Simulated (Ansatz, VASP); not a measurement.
# Pb (Lead) in two plane-wave programs, part 2 of 2

Wanted: the spread between two codes on one cell, functional and k mesh. The cell is taken from a series of runs on this material, whose earlier steps may have relaxed, scaled, displaced or heated it; both programs get it as it stands.

VASP 6.6.1 and Ansatz 0.2.0.

So far: Starting point; VASP: elastic constants, PBE.

### Step 3. Ansatz: elastic constants, PBE

Level of this step: Ansatz beside VASP: Kohn-Sham DFT, plane waves, PBE (Ansatz).

Ansatz runs on its PAW soft_1 files.

The same cell, functional, mesh and smearing now go to Ansatz, which takes its cutoff from its data sets.

input.yaml

```yaml
crystal:
  lattice:
    - [0.0, 2.5214372834, 2.5214372834]
    - [2.5214372834, 0.0, 2.5214372834]
    - [2.5214372834, 2.5214372834, 0.0]
  atoms:
    - { symbol: Pb, position: [0.0, 0.0, 0.0] }
kpoints:
  mp_grid: { grid: [18, 18, 18] }
hamiltonian:
  xc: pbe
  pseudopotentials: { kind: paw, azcp: { folder: soft_1 } }
scf:
  occupations: { method: fermi_dirac, width: 0.15 }
output:
  forces: true
  stress: true
  eigenvalues: true
elastic:
  mode: relaxed_ion
  amplitude: 0.01
```

Command:

```
ansatz run input.yaml --threads 4 --pin off --max-ram 8192MiB --backend cpu --events-out ev --progress --plain --runs-dir out
```

Numbers of over 12 decimals in the logs are rounded to 6 here.

Output:

```text
band count auto-derived: 12 (N_el = 14.0; filled up to band 7; 11 by the electrons, moments and atoms)
Engine: ansatz 0.2.0, x86_64-unknown-linux-gnu
Pseudopotentials: kind: paw
Pseudopotential: Pb, paw, valence charge 14, recommended cutoff 420 eV (normal), soft_1/Pb.paw.azcp
Functional definition: PBE
  parameter kappa = 0.804
  parameter beta = 0.066725
  exchange = pbe_x(kappa = kappa, mu = beta*pi^2/3)
  correlation = pbe_c(beta = beta)
Crystal: 1 atoms, lattice volume = 32.061 Å³
Basis set: ecut = 420 eV, 609 PW (Γ), exchange–correlation on 50×50×50 points (8 copies of the dense FFT grid, shifted against one another)
Bands: 12, of which v1, the nominal top of the filled ones, is band 7 counted from 1 (6 counted from 0)
Symmetry: 48 space group operations
Space group: Fm-3m (ITA 225), of the structure as read, at distance tolerance 3.2e-5 Å
k-points: 195 of 5832
Non-local potential: Pb, projectors of the file, l = 0: 2, l = 1: 2, l = 2: 2, l = 3: 1
PAW form: soft (Blöchl's): semilocal exchange-correlation on the pseudo side does not see the compensation charge
PAW one-centre angular grid: Pb, 590 points (default); XC on 64 Gauss nodes
Initial density: superposition of atomic densities (chi_scale 0.1, normalization cell)
Initial wavefunctions: pseudopotential atomic-orbital guess
Functional: x = pbe(κ = 0.804, μ = 0.219515), c = pbe(β = 0.066725)
SCF iter   1: F=—  HF=-11908.860823 eV  |F-HF|=—  |Δ(HF+E_count)|=         —  Δρ=7.12e-3  dr2=2.68e-2  ethr=3.10e-3  ⟨swp⟩=6.0  Hψ=15892  notcnv=0
preconditioner: auto → none  [metal: Δε(μ)=0.045 eV  Ē_g=20.907 eV  σ=0.150 eV  W_gap=0.08  n_scr=8 (ndim 8)  ℏωp=24.5 eV  f_vac=0.000  D(μ)=0.57/eV (n_scr^D=0)  sad-step TF]
SCF iter   2: F=—  HF=-11908.853780 eV  |F-HF|=—  |Δ(HF+E_count)|=   7.04e-3  Δρ=4.68e-3  dr2=1.13e-2  ethr=1.92e-4  ⟨swp⟩=1.0  Hψ=3909  notcnv=0
SCF iter   3: F=—  HF=-11908.850835 eV  |F-HF|=—  |Δ(HF+E_count)|=   2.95e-3  Δρ=5.14e-4  dr2=5.23e-5  ethr=8.06e-5  ⟨swp⟩=2.9  Hψ=4063  notcnv=0
SCF iter   4: F=—  HF=-11908.850831 eV  |F-HF|=—  |Δ(HF+E_count)|=   3.73e-6  Δρ=1.12e-4  dr2=6.34e-6  ethr=3.73e-7  ⟨swp⟩=2.0  Hψ=4121  notcnv=0  defer=3
SCF iter   5: F=—  HF=-11908.850829 eV  |F-HF|=—  |Δ(HF+E_count)|=   2.13e-6  Δρ=1.91e-5  dr2=7.24e-8  ethr=4.53e-8  ⟨swp⟩=2.5  Hψ=3729  notcnv=0  defer=3
SCF iter   6: F=—  HF=-11908.850830 eV  |F-HF|=—  |Δ(HF+E_count)|=   4.84e-7  Δρ=2.96e-6  dr2=4.43e-9  ethr=5.17e-10  ⟨swp⟩=2.0  Hψ=2716  notcnv=0  defer=3
SCF iter   7: F=—  HF=-11908.850830 eV  |F-HF|=—  |Δ(HF+E_count)|=   2.96e-9  Δρ=1.73e-7  dr2=8.41e-12  ethr=3.17e-11  ⟨swp⟩=2.0  Hψ=3676  notcnv=0  defer=3
SCF iter   8: F=-11908.850830 eV  HF=-11908.850830 eV  |F-HF|=1.82e-12  |Δ(HF+E_count)|=  7.28e-12  Δρ=1.73e-8  dr2=3.78e-14  ethr=1.00e-12  ⟨swp⟩=5.1  Hψ=12147  notcnv=0
SCF 1 converged in 8 iterations: F = -11908.850830 eV  dr2 = 3.78e-14
  greatest PAW one-centre occupation: 0.978 electrons in one spin orbital (limit 2), on the Pb atom at site 0 (counted from 0), in its partial waves of l = 2
Crystal: 1 atoms, lattice volume = 31.420 Å³
Symmetry: 16 space group operations
k-points: 480 of 5832
Initial density: handed on by an earlier stage of this run
Initial wavefunctions: those handed on with the density
iter 1 solved again at ethr=1.91e-7 eV; its pass at ethr=3.10e-3 eV (dr2=2.68e-5 eV) is discarded
SCF iter   1: F=—  HF=-11908.848924 eV  |F-HF|=—  |Δ(HF+E_count)|=         —  Δρ=2.72e-4  dr2=2.16e-5  ethr=1.91e-7  ⟨swp⟩=2.1  Hψ=55631  notcnv=0  defer=62
preconditioner: auto → none  [metal: Δε(μ)=0.005 eV  Ē_g=21.199 eV  σ=0.150 eV  W_gap=0.01  n_scr=8 (ndim 8)  ℏωp=24.8 eV  f_vac=0.000  D(μ)=0.56/eV (n_scr^D=0)]
[...]
SCF 2 converged in 6 iterations: F = -11908.848925 eV  dr2 = 4.33e-14
Crystal: 1 atoms, lattice volume = 32.702 Å³
Basis set: ecut = 420 eV, 625 PW (Γ), exchange–correlation on 50×50×50 points (8 copies of the dense FFT grid, shifted against one another)
[...]
SCF 5 converged in 4 iterations: F = -11908.850356 eV  dr2 = 4.10e-15
Crystal: 1 atoms, lattice volume = 32.058 Å³
Basis set: ecut = 420 eV, 611 PW (Γ), exchange–correlation on 50×50×50 points (8 copies of the dense FFT grid, shifted against one another)
Symmetry: 8 space group operations
k-points: 865 of 5832
[...]
preconditioner: auto → none  [metal: Δε(μ)=0.000 eV  Ē_g=21.109 eV  σ=0.150 eV  W_gap=0.00  n_scr=8 (ndim 8)  ℏωp=24.5 eV  f_vac=0.000  D(μ)=0.56/eV (n_scr^D=0)]
[...]
SCF 6 converged in 7 iterations: F = -11908.850229 eV  dr2 = 1.49e-15
[...]
preconditioner: auto → none  [metal: Δε(μ)=0.002 eV  Ē_g=21.108 eV  σ=0.150 eV  W_gap=0.00  n_scr=8 (ndim 8)  ℏωp=24.5 eV  f_vac=0.000  D(μ)=0.56/eV (n_scr^D=0)]
[...]
SCF iter   4: F=—  HF=-11908.850229 eV  |F-HF|=—  |Δ(HF+E_count)|=   3.40e-9  Δρ=3.54e-7  dr2=2.11e-11  ethr=5.54e-12  ⟨swp⟩=2.0  Hψ=16092  notcnv=0  defer=71
SCF iter   5: F=-11908.850229 eV  HF=-11908.850229 eV  |F-HF|=0.00e0  |Δ(HF+E_count)|=  3.46e-11  Δρ=2.12e-8  dr2=6.93e-14  ethr=1.00e-12  ⟨swp⟩=3.7  Hψ=40546  notcnv=0
SCF 7 converged in 5 iterations: F = -11908.850229 eV  dr2 = 6.93e-14
Crystal: 1 atoms, lattice volume = 32.060 Å³
SCF iter   1: F=—  HF=-11908.850680 eV  |F-HF|=—  |Δ(HF+E_count)|=         —  Δρ=3.41e-6  dr2=2.00e-10  ethr=1.00e-12  ⟨swp⟩=11.7  Hψ=99514  notcnv=0  defer=20
preconditioner: auto → none  [metal: Δε(μ)=0.006 eV  Ē_g=21.110 eV  σ=0.150 eV  W_gap=0.01  n_scr=8 (ndim 8)  ℏωp=24.5 eV  f_vac=0.000  D(μ)=0.57/eV (n_scr^D=0)]
SCF iter   2: F=—  HF=-11908.850680 eV  |F-HF|=—  |Δ(HF+E_count)|=   2.43e-8  Δρ=1.70e-6  dr2=3.33e-11  ethr=1.00e-12  ⟨swp⟩=1.0  Hψ=17304  notcnv=0  defer=20
SCF iter   3: F=—  HF=-11908.850680 eV  |F-HF|=—  |Δ(HF+E_count)|=   8.00e-9  Δρ=1.92e-7  dr2=2.80e-13  ethr=2.38e-13 (applied; sched 1.00e-12)  ⟨swp⟩=1.5  Hψ=11889  notcnv=0  defer=83
SCF iter   4: F=-11908.850680 eV  HF=-11908.850680 eV  |F-HF|=3.64e-12  |Δ(HF+E_count)|=  1.11e-10  Δρ=2.95e-9  dr2=1.92e-15  ethr=1.00e-12  ⟨swp⟩=4.0  Hψ=29481  notcnv=0
SCF 8 converged in 4 iterations: F = -11908.850680 eV  dr2 = 1.92e-15
SCF iter   1: F=—  HF=-11908.850680 eV  |F-HF|=—  |Δ(HF+E_count)|=         —  Δρ=3.41e-6  dr2=2.00e-10  ethr=1.00e-12  ⟨swp⟩=11.9  Hψ=101814  notcnv=0  defer=21
SCF iter   2: F=—  HF=-11908.850680 eV  |F-HF|=—  |Δ(HF+E_count)|=   2.43e-8  Δρ=1.70e-6  dr2=3.34e-11  ethr=1.00e-12  ⟨swp⟩=1.0  Hψ=17320  notcnv=0  defer=21
SCF iter   3: F=—  HF=-11908.850680 eV  |F-HF|=—  |Δ(HF+E_count)|=   8.01e-9  Δρ=1.92e-7  dr2=2.82e-13  ethr=2.38e-13 (applied; sched 1.00e-12)  ⟨swp⟩=1.6  Hψ=12183  notcnv=0  defer=90
SCF iter   4: F=-11908.850680 eV  HF=-11908.850680 eV  |F-HF|=3.64e-12  |Δ(HF+E_count)|=  1.02e-10  Δρ=3.39e-9  dr2=2.53e-15  ethr=1.00e-12  ⟨swp⟩=4.0  Hψ=29601  notcnv=0
SCF 9 converged in 4 iterations: F = -11908.850680 eV  dr2 = 2.53e-15
SCF converged after 8 iterations
Free energy (F): -11908.850830 eV
Harris-Foulkes:  -11908.850830 eV  (|F-HF|=1.82e-12)
Internal energy: -11908.809881 eV  (E = F + TS)
E sigma→0 (E₀):  -11908.830355 eV
Entropy (-TS):   -0.040949 eV (-40.949 meV/atom)
Fermi energy:    10.377515 eV
--- Per-component energies (eV) ---
  E_band       = -44.711608
  E_kinetic    = 292.625499
  E_local      = -1014.535191  (includes V_loc(G=0)·N_el)
  E_nonlocal   = 305.109228
  E_hartree    = 389.585115
  E_xc         = -205.604644
  E_vxc        = -137.705946  (∫ρ·V_xc dr)
  E_paw        = -10392.991864  (= ΣΔE_a)
  E_vpaw       = -269.375425  (= ΣTr[D̂ρ^β])
  E_aug_tail   = -0.000006  (compensation charges beyond the density's cutoff)
  E_ewald      = -1282.998016
  E_smearing   = -0.040949  (= −TS)
  E_closure    = 0.000000  (closes the sum)
  Σ components = -11908.850830   (vs F -11908.850830, Δ=0.00e0)
--- Forces (eV/Å), atoms counted from 1 ---
  atom   1  Pb     0.00000000     0.00000000     0.00000000
  max |Σ_I F_I| component: 2.14e-31 eV/Å
--- Stress (GPa, compression-positive) ---
        0.006177      -0.000000      -0.000000
       -0.000000       0.006177      -0.000000
        0.000000      -0.000000       0.006177
  P = ⅓ Tr σ = 0.0062 GPa (0.062 kbar)
--- Band table (eV; the first three rows and the last of 195) ---
  k-point 0: bands = [... 3 lower, -6.5712, -6.5712, -1.0420, 17.3370, 17.3370, 17.3370, 20.0615, 20.9745, ... 1 higher]
  k-point 1: bands = [... 3 lower, -6.5715, -6.5715, -0.9860, 16.5939, 17.2655, 17.2655, 19.8682, 21.3731, ... 1 higher]
  k-point 2: bands = [... 3 lower, -6.5711, -6.5711, -0.8179, 15.0877, 17.0726, 17.0726, 19.5737, 22.0700, ... 1 higher]
  k-point 194: bands = [... 3 lower, -6.5271, -6.4271, 3.6425, 8.7257, 9.4719, 10.6919, 20.3860, 21.3614, ... 1 higher]
--- Elastic constants: 2 strain directions × 4 members + reference (group order 48) ---
  dense FFT box of the reference and of every strained cell: 25×25×25
  strains applied: 11, 23; error gains: componentwise 1.00 (the most a stress slope's error grows in a printed constant), spectral 1.73 (1 for all six strains in a standard setting)
  C = ∂σ_k/∂η_j (tension-positive GPa; Voigt order 11 22 33 23 13 12):
        45.265     36.106     36.106     -0.000      0.000      0.000
        36.106     45.265     36.106      0.000     -0.000     -0.000
        36.106     36.106     45.265      0.000      0.000     -0.000
         0.000      0.000      0.000     14.873      0.000     -0.000
        -0.000      0.000      0.000     -0.000     14.873      0.000
         0.000     -0.000      0.000     -0.000     -0.000     14.873
  reference stress σ⁰ (GPa):     -0.006     -0.006     -0.006      0.000      0.000      0.000
  C* (energy form; C + prestress term) asymmetry max|C*_kj − C*_jk| = 1.421e-14 GPa — a small one proves nothing (zero by symmetry where the batch's group is 432, −43m or m−3m); a large one is finite-difference/SCF noise where every solve meets its electron count
  moduli (Voigt/Reuss/Hill, GPa): K = 39.16/39.16/39.16   G = 10.76/7.83/9.29   E = 25.84   ν = 0.390
  mechanically stable: yes (min eigenvalue of sym C = 9.16 GPa)
  strain η (Voigt 11):  stress-route row diagonal C_11 = 45.26 GPa, energy-path curvature d²(F+E_count+ΔE)/dδ²/Ω₀ = 45.26 GPa
    cells at ±δ against ±2δ: C11 45.32 and 45.49 GPa, apart by 0.38 % of the column's largest entry
         δ    σ_11 (GPa)             F (eV)   n_scf  n_hpsi   n_pw
    -2.000e-2      -0.9630      -11908.8489250       6  115100    627   relax 0 steps, max|allowed force component| 0.00e0 eV/Å
    -1.000e-2      -0.4711      -11908.8503559       4   97108    636   relax 0 steps, max|allowed force component| 0.00e0 eV/Å
     1.000e-2       0.4353      -11908.8503963       4   96959    648   relax 0 steps, max|allowed force component| 0.00e0 eV/Å
     2.000e-2       0.8567      -11908.8491027       6  111176    654   relax 0 steps, max|allowed force component| 0.00e0 eV/Å
  strain η (Voigt 23):  stress-route row diagonal C_44 = 14.87 GPa, energy-path curvature d²(F+E_count+ΔE)/dδ²/Ω₀ = 14.87 GPa
    cells at ±δ against ±2δ: C44 14.93 and 15.09 GPa, apart by 1.07 % of the column's largest entry
         δ    σ_23 (GPa)             F (eV)   n_scf  n_hpsi   n_pw
    -2.000e-2      -0.3017      -11908.8502292       7  217687    639   relax 0 steps, max|allowed force component| 0.00e0 eV/Å
    -1.000e-2      -0.1493      -11908.8506803       4  174850    638   relax 0 steps, max|allowed force component| 0.00e0 eV/Å
     1.000e-2       0.1493      -11908.8506803       4  172172    638   relax 0 steps, max|allowed force component| 0.00e0 eV/Å
     2.000e-2       0.3017      -11908.8502292       5  192473    639   relax 0 steps, max|allowed force component| 0.00e0 eV/Å
```

### Step 4. Comparison

Known differences besides the potentials themselves: the cutoff is 420 eV in Ansatz and 500 eV in VASP; VASP takes each elastic constant from one size of strain, Ansatz from those that its log lists. Total energies have different zeros and are not compared.

The two programs side by side:

| quantity | Ansatz | VASP | difference |
| --- | --- | --- | --- |
| C11 (GPa) | 45.3 | 44.9 | +0.72 % |
| C22 (GPa) | 45.3 | 44.9 | +0.72 % |
| C33 (GPa) | 45.3 | 44.9 | +0.72 % |
| C12 (GPa) | 36.1 | 35.9 | +0.52 % |
| C13 (GPa) | 36.1 | 35.9 | +0.52 % |
| C23 (GPa) | 36.1 | 35.9 | +0.52 % |
| C44 (GPa) | 14.9 | 14.9 | -0.18 % |
| C55 (GPa) | 14.9 | 14.9 | -0.18 % |
| C66 (GPa) | 14.9 | 14.9 | -0.18 % |

### Step 5. What came out

```
difference in C11 (elastic constants, PBE) : 0.72 %
```

**Reading.** The difference in C11 is 0.72 % (elastic constants, PBE), within the 5 % picked in this series as the mark of a large difference. How closely two codes agree says nothing of how well the functional describes the real material.

[Lines on the potential files, build, host, timing and source positions are cut from VASP's logs without a mark.]

[Logs are printed without paths, hosts, clocks, repeated set-up lines and the standing remarks that a program may print on its own settings, such as how far it seeks lower states.]

[Hosts, paths, dates, database ids (printed as entryN), source tags and the programs' standing remarks are cut or masked in the printed files.]
